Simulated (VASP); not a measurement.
A convergence study with VASP on N₂ (space group no. 205 when undisturbed): one setting is varied, all else stays as given below, so the limit is that of these other settings. One atom is moved off its site, so that forces are finite.

```
N
1.0
    5.67825     0.00000     0.00000
    0.00000     5.67825     0.00000
    0.00000     0.00000     5.67825
N
8
Direct
  0.94400   0.55600   0.44400
  0.44400   0.94400   0.55600
  0.94908   0.94908   0.94908
  0.05600   0.05600   0.05600
  0.55600   0.44400   0.94400
  0.55600   0.05600   0.44400
  0.44400   0.55600   0.05600
  0.05600   0.44400   0.55600
```

These are PBE GGA, VASP's PBE PAW potentials (set 64) (plane waves; VASP) values and carry that method's errors. The tightest run used: 960 eV cut-off, 5×5×5 Γ-centred mesh, Fermi-Dirac smearing of 0.020 eV, potentials N.

Gaps are read on the run's mesh, which can miss a band edge.

Problem. The settings run are ENCUT = 140; ENCUT = 160; ENCUT = 180; ENCUT = 200; ENCUT = 220; ENCUT = 240; ENCUT = 280; ENCUT = 320; ENCUT = 360; ENCUT = 440; ENCUT = 480; ENCUT = 540; ENCUT = 600; ENCUT = 700; ENCUT = 800; ENCUT = 960. From which on does the stress (every component) stay within 0.5 GPa of the tightest run?

Solution. From ENCUT = 480 on: it is off by 0.18 there and by no more than 0.5 in any finer run, while ENCUT = 440 is off by 0.96.
| setting | E (eV/atom) | pressure (GPa) | largest force (eV/Å) | gap on the mesh (eV) | plane waves | difference judged (GPa) |
|---|---|---|---|---|---|---|
| ENCUT = 140 | -10.1420 | -103.26 | 27.582 | 8.185 | 739 | 108.72 |
| ENCUT = 160 | -9.3662 | -86.32 | 19.125 | 8.141 | 861 | 91.78 |
| ENCUT = 180 | -8.9491 | -70.83 | 14.857 | 7.846 | 1021 | 76.30 |
| ENCUT = 200 | -8.6065 | -56.42 | 12.988 | 7.716 | 1189 | 61.88 |
| ENCUT = 220 | -8.4010 | -44.16 | 12.463 | 7.564 | 1370 | 49.63 |
| ENCUT = 240 | -8.3464 | -33.57 | 12.511 | 7.460 | 1558 | 39.03 |
| ENCUT = 280 | -8.1758 | -18.02 | 12.982 | 7.355 | 1959 | 23.48 |
| ENCUT = 320 | -8.2058 | -7.70 | 13.225 | 7.359 | 2396 | 13.16 |
| ENCUT = 360 | -8.2316 | -1.23 | 13.059 | 7.359 | 2897 | 6.70 |
| ENCUT = 440 | -8.2768 | 4.50 | 12.225 | 7.375 | 3887 | 0.96 |
| ENCUT = 480 | -8.2836 | 5.29 | 11.911 | 7.378 | 4385 | 0.18 |
| ENCUT = 540 | -8.2882 | 5.47 | 11.656 | 7.380 | 5238 | 0.05 |
| ENCUT = 600 | -8.2916 | 5.38 | 11.543 | 7.381 | 6130 | 0.08 |
| ENCUT = 700 | -8.2948 | 5.35 | 11.450 | 7.380 | 7809 | 0.11 |
| ENCUT = 800 | -8.2959 | 5.43 | 11.394 | 7.380 | 9435 | 0.04 |
| ENCUT = 960 | -8.2967 | 5.46 | 11.351 | 7.379 | 12408 | 0.00 |

Left out are rungs that failed or repeat a setting and relaxations that didn't move; long series are thinned to 24 rows.

The structure is a typed N2 crystal (space group no. 205). The cell was not relaxed at this level, it is distorted from the ideal structure.
